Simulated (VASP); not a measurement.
# WSe2 (P6_3/mmc) in VASP: a series of runs, part 3 of 3

VASP 6.6.1. The steps go on from the part before.

### 5 Band structure, PBEsol

POSCAR reads:

```
WSe2                                    
1.0
    3.2804836435      0.0000000007      0.0000000000
   -1.6402418705      2.8409821424      0.0000000000
    0.0000000000      0.0000000000     12.7934348696
  W               Se            
     2     4
Direct
     0.6666666699999979    0.3333333300000021    0.7500000000000000
     0.3333333300000021    0.6666666699999979    0.2500000000000000
     0.3333333300000021    0.6666666699999979    0.8818231090403117
     0.6666666699999979    0.3333333300000021    0.3818231090403117
     0.3333333300000021    0.6666666699999979    0.6181768909596883
     0.6666666699999979    0.3333333300000021    0.1181768909596883
```

INCAR.step1 reads:

```
PREC = Accurate ; ENCUT = 450
EDIFF = 1E-6 ; ISMEAR = 0
SIGMA = 0.02 ; LREAL = F
LASPH = T ; NELM = 120
ALGO = Normal ; ISIF = 2
LWAVE = F ; LCHARG = T
LMAXMIX = 4 ; GGA = PS
NBANDS = 35 ; KPAR = 4
```

KPOINTS.step1 reads:

```
Automatic mesh
0
Gamma
  12 12 4
```

INCAR.step2 reads:

```
PREC = Accurate ; ENCUT = 450
EDIFF = 1E-6 ; ISMEAR = 0
SIGMA = 0.05 ; LREAL = F
LASPH = T ; NELM = 120
ALGO = Normal ; ISIF = 2
LWAVE = F ; LCHARG = F
LMAXMIX = 4 ; GGA = PS
NBANDS = 35 ; KPAR = 4
ICHARG = 11
```

KPOINTS.step2 reads:

```
path GMKGALHA,LM,KH
20
line-mode
reciprocal
 0.0000000000  0.0000000000  0.0000000000  G
 0.5000000000  0.0000000000  0.0000000000  M

 0.5000000000  0.0000000000  0.0000000000  M
 0.3333333333  0.3333333333  0.0000000000  K

 0.3333333333  0.3333333333  0.0000000000  K
 0.0000000000  0.0000000000  0.0000000000  G

 0.0000000000  0.0000000000  0.0000000000  G
 0.0000000000  0.0000000000  0.5000000000  A

 0.0000000000  0.0000000000  0.5000000000  A
 0.5000000000  0.0000000000  0.5000000000  L

 0.5000000000  0.0000000000  0.5000000000  L
 0.3333333333  0.3333333333  0.5000000000  H

 0.3333333333  0.3333333333  0.5000000000  H
 0.0000000000  0.0000000000  0.5000000000  A

 0.5000000000  0.0000000000  0.5000000000  L
 0.5000000000  0.0000000000  0.0000000000  M

 0.3333333333  0.3333333333  0.0000000000  K
 0.3333333333  0.3333333333  0.5000000000  H
```

Started as:

```
cat potpaw_PBE.64/W_sv/POTCAR potpaw_PBE.64/Se/POTCAR > POTCAR
cp INCAR.step1 INCAR
cp KPOINTS.step1 KPOINTS
mpirun -np 4 vasp_std > vasp.out
cp INCAR.step2 INCAR
cp KPOINTS.step2 KPOINTS
mpirun -np 4 vasp_std > vasp.out
```

Wall time 86 s (4 MPI ranks of Intel Xeon Platinum 8488C (Sapphire Rapids), shared host); peak memory 0.56 GiB.

It converged, with:

* Band gap on the k mesh: 0.85 eV, indirect (least direct gap 1.55 eV)
* Band gap along the path: 0.83 eV, indirect (least direct gap 1.55 eV)

Levels at the corners of the path, in eV from the valence-band top:
```csv
point,band 22,band 23,band 24,band 25,band 26,band 27,band 28,band 29,band 30,band 31
Γ,-1.45,-1.45,-1.22,-0.94,0.00,2.63,2.63,2.69,2.69,2.69
M,-2.43,-1.50,-1.36,-1.31,-1.04,2.15,2.19,2.24,2.68,2.86
M,-2.43,-1.50,-1.36,-1.31,-1.04,2.15,2.19,2.24,2.68,2.86
K,-3.97,-2.54,-2.54,-0.50,-0.19,1.36,1.36,1.68,3.00,3.00
K,-3.97,-2.54,-2.54,-0.50,-0.19,1.36,1.36,1.68,3.00,3.00
Γ,-1.45,-1.45,-1.22,-0.94,0.00,2.63,2.63,2.69,2.69,2.69
Γ,-1.45,-1.45,-1.22,-0.94,0.00,2.63,2.63,2.69,2.69,2.69
A,-1.48,-1.48,-1.48,-0.20,-0.20,2.63,2.63,2.63,2.63,2.85
A,-1.48,-1.48,-1.48,-0.20,-0.20,2.63,2.63,2.63,2.63,2.85
L,-2.62,-1.38,-1.38,-1.20,-1.20,2.16,2.16,2.50,2.50,3.30
L,-2.62,-1.38,-1.38,-1.20,-1.20,2.16,2.16,2.50,2.50,3.30
H,-3.40,-2.78,-2.78,-0.37,-0.37,1.36,1.36,2.30,2.30,3.16
H,-3.40,-2.78,-2.78,-0.37,-0.37,1.36,1.36,2.30,2.30,3.16
A,-1.48,-1.48,-1.48,-0.20,-0.20,2.63,2.63,2.63,2.63,2.85
L,-2.62,-1.38,-1.38,-1.20,-1.20,2.16,2.16,2.50,2.50,3.30
M,-2.43,-1.50,-1.36,-1.31,-1.04,2.15,2.19,2.24,2.68,2.86
K,-3.97,-2.54,-2.54,-0.50,-0.19,1.36,1.36,1.68,3.00,3.00
H,-3.40,-2.78,-2.78,-0.37,-0.37,1.36,1.36,2.30,2.30,3.16
```

Caveat: the log is that of the step along the path at fixed density, whose energy, stress, charges and moments have no meaning; spin-orbit coupling is left out, which moves the levels of the heavy elements.

### 6 Summary

| task | level | potentials or basis | k mesh | gap on the mesh (eV) |
| --- | --- | --- | --- | --- |
| dielectric tensor | PBE | VASP PAW PBE potentials, release 64 (W_sv, Se) | 11 × 11 × 3 | 0.86 |
| band structure | LDA | VASP PAW LDA potentials, release 64 (W_sv, Se) | 12 × 12 × 4 | 0.83 |
| band structure | PBE | VASP PAW PBE potentials, release 64 (W_sv, Se) | 12 × 12 × 4 | 0.89 |
| band structure | PBEsol | VASP PAW PBE potentials, release 64 (W_sv, Se) | 12 × 12 × 4 | 0.85 |

Alike in all rows: no spin polarisation; cell as given; cutoff (eV) 450; smearing gaussian 0.02 eV.

Caveats: spin-orbit coupling is left out, which moves the levels of the heavy elements; an odd mesh through Γ misses points on the zone boundary, where band edges often lie (some runs).

Absolute energies hang on the potentials; compare differences alone.

### 7 Against experiment

Step 2. The gap isn't set beside the measured one, since this odd mesh misses points on the zone boundary.

Step 3. A measured gap of WSe2 is 1.3 eV (indirect; “Time-resolved XUV ARPES with tunable 24–33 eV laser pulses at 30 meV resolution”, 2019, pmc:6684652); the calculated 0.81 eV misses it by -0.49 eV. Spin-orbit coupling on Se, W is left out. The value is that of LDA, without temperature or zero-point motion. Semilocal functionals fall short of measured gaps as a rule. The cell is a database's relaxed one, not the measured one, which moves gaps too.

Step 4. Against the measured gap of WSe2, 1.3 eV (indirect; “Time-resolved XUV ARPES with tunable 24–33 eV laser pulses at 30 meV resolution”, 2019, pmc:6684652), the calculated 0.87 eV is off by -0.43 eV. Spin-orbit coupling on Se, W is left out. The value is that of PBE, without temperature or zero-point motion. Semilocal functionals fall short of measured gaps as a rule. The cell is a database's relaxed one, not the measured one, which moves gaps too.

Step 5. A measured gap of WSe2 is 1.3 eV (indirect; “Time-resolved XUV ARPES with tunable 24–33 eV laser pulses at 30 meV resolution”, 2019, pmc:6684652); the calculated 0.83 eV misses it by -0.47 eV. Spin-orbit coupling on Se, W is left out. The value is that of PBEsol, without temperature or zero-point motion. Semilocal functionals fall short of measured gaps as a rule. The cell is a database's relaxed one, not the measured one, which moves gaps too.
